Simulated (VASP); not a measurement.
Level of theory: r2SCAN meta-GGA, VASP's PBE PAW potentials (set 64) (plane waves; VASP).

Input for VASP

KPOINTS:
```
Automatic mesh
0
Gamma
6 6 6
0 0 0
```

POSCAR:
```
PbF2
4.2842190
  0.0000000000   0.7071067095   0.7071067095
  0.7071067095   0.0000000000   0.7071067095
  0.7071067095   0.7071067095   0.0000000000
Pb F
1 2
Cartesian
  0.0000000000   0.0000000000   0.0000000000
  0.3535533548   0.3535533548   0.3535533548
  1.0606600643   1.0606600643   1.0606600643
```

### INCAR
```
SYSTEM = PbF2
PREC = Accurate
ENCUT = 520
EDIFF = 1E-6
NELM = 100
ALGO = Normal
LREAL = .FALSE.
LASPH = .TRUE.
ISMEAR = 0
SIGMA = 0.05
LMAXMIX = 4
LWAVE = .FALSE.
LCHARG = .FALSE.
ISIF = 2
METAGGA = R2SCAN
LMIXTAU = .TRUE.
```

POTCAR, in this order: Pb_d F (PBE.64 set). Program: vasp_std.

Question: What will the output report for the number of irreducible k-points (NKPTS), number of bands (NBANDS), largest plane-wave count, number of space-group operations, FFT grid (NGX, NGY, NGZ)?

Answer: 
```yaml
number of irreducible k-points (NKPTS): 16
number of bands (NBANDS): 18
largest_plane_wave_count: 1524
number_of_space_group_operations: 48
FFT grid (NGX, NGY, NGZ): 32 × 32 × 32
```

The compound is PbF2 in the fluorite structure, the β form. The cell was not relaxed at this level. The run is one of a series of settings (GGA removed, LMIXTAU = .TRUE., METAGGA = R2SCAN against the base run), some of them coarse on purpose.
